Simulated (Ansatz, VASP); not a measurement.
# One calculation of SrAl2Os, two programs

```
CELL_PARAMETERS angstrom
3.26767 0.00000 0.00000
-1.63384 2.82989 0.00000
0.00000 0.00000 9.02411
ATOMIC_POSITIONS crystal
Sr 0.33333 0.66667 0.50000
Al 0.00000 0.00000 0.80993
Al 0.00000 0.00000 0.19007
Os 0.33333 0.66667 0.00000
```

Alike in both runs: task relaxation of cell and atoms; functional PBE; k mesh 18 × 18 × 6; occupations gaussian, width 0.1 eV; no spin polarisation.

|  | VASP | Ansatz |
| --- | --- | --- |
| version | VASP 6.6.1 | Ansatz 0.2.0 |
| potentials or method | VASP PAW PBE potentials, release 64 (Sr_sv, Al, Os) | scalar-relativistic, plane waves, PAW |
| plane-wave cutoff (eV) | 600 | 420 |
| valence electrons in the cell | 24 | 32 |

|  | VASP | Ansatz | Ansatz less VASP |
| --- | --- | --- | --- |
| gap on the k mesh at the Fermi level, each at its own relaxed structure (eV) | none | none | - |
| relaxed volume (Å³/atom) | 20.37 | 20.27 | -0.105 |
| relaxed cell length with the largest relative difference (Å) | 3.188 | 3.177 | -0.0111 |
| energy change over the relaxation (meV/atom) | -5 | -6 | -1.3 |

A gap of «none» marks a metal or a gap that the smearing closes. The two sets of potentials don't hold the same shells in valence.

Spin-orbit coupling is left out, which matters for the levels of Os.
